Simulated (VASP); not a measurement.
Cost and result of VASP (PAW) for the lattice constant a of CaF$_{2}$ (fluorite). Static lattice. The cost counts the five points of the equation of state, each on the mesh and cut-off of its row, so the ratios hold those differences too. With PBE it took about 70 core-seconds. Times come from single runs on busy shared machines, so they are rough: good to a factor of about 2.

```json
[
 {"level": "LDA", "k-mesh": "7×7×7", "cut-off (eV)": "520", "lattice constant a (Å)": "5.343", "cost over PBE": "within a factor of 2"},
 {"level": "PBE-D4", "k-mesh": "7×7×7", "cut-off (eV)": "520", "lattice constant a (Å)": "5.496", "cost over PBE": "within a factor of 2"},
 {"level": "PBEsol", "k-mesh": "7×7×7", "cut-off (eV)": "520", "lattice constant a (Å)": "[?]", "cost over PBE": "within a factor of 2"},
 {"level": "PBE", "k-mesh": "7×7×7", "cut-off (eV)": "520", "lattice constant a (Å)": "5.524", "cost over PBE": "reference"},
 {"level": "r2SCAN+rVV10", "k-mesh": "7×7×7", "cut-off (eV)": "520", "lattice constant a (Å)": "[?]", "cost over PBE": "[?]"}
]
```

Problem. What belongs in the gaps?

Solution. 
- PBEsol, lattice constant a (Å): 5.435
- r2SCAN+rVV10, lattice constant a (Å): 5.438
- r2SCAN+rVV10, cost over PBE: about 6 times

Left out are levels that failed, ran on another kind of processor or have no fit band path; at most nine are shown.

The compound is CaF2 in the fluorite structure.
